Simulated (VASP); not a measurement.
Input:

```cif
data_AlFe
_chemical_formula_sum 'Al1 Fe1'
_space_group_name_H-M_alt 'P 1'
_space_group_IT_number 1
_cell_length_a 2.84115
_cell_length_b 2.84115
_cell_length_c 2.84115
_cell_angle_alpha 90.000
_cell_angle_beta 90.000
_cell_angle_gamma 90.000
loop_
_space_group_symop_operation_xyz
  'x, y, z'
loop_
_atom_site_label
_atom_site_type_symbol
_atom_site_fract_x
_atom_site_fract_y
_atom_site_fract_z
_atom_site_occupancy
Al1 Al 0.50000 0.50000 0.50000 1
Fe1 Fe 0.00000 0.00000 0.00000 1
```

Method: PBEsol GGA, VASP's PBE PAW potentials (set 64) (plane waves; VASP). Settings: 520 eV cut-off, 13×13×13 Γ-centred mesh, first-order Methfessel-Paxton smearing of 0.10 eV, potentials Al Fe.

Task: Give the energy at these volumes per atom, relative to the lowest: 10.78, 11.13, 11.47, 11.81, 12.16 Å³.

Result: 27.6, 6.5, 0.0, 6.1, 22.8 meV/atom. A third-order Birch-Murnaghan fit gives B0 = 194 GPa and B0′ = 4.2.

Measured: bulk modulus 152 GPa (computed value off by +27.8 %), as given by Yamada et al., (2019), arXiv:1910.09660; a 2.910 Å (computed value off by -2.4 %), as given by Yibo Liu et al., IUCrData (2023), doi:10.1107/s2414314623010659. The calculation is for a static lattice, while the measured bulk modulus, a hold thermal and zero-point effects, which are part of the difference.

The compound is FeAl in the CsCl type structure. It was relaxed first, which changed the volume by -7 %. The run is not spin-polarised, so no magnetic state was tried.
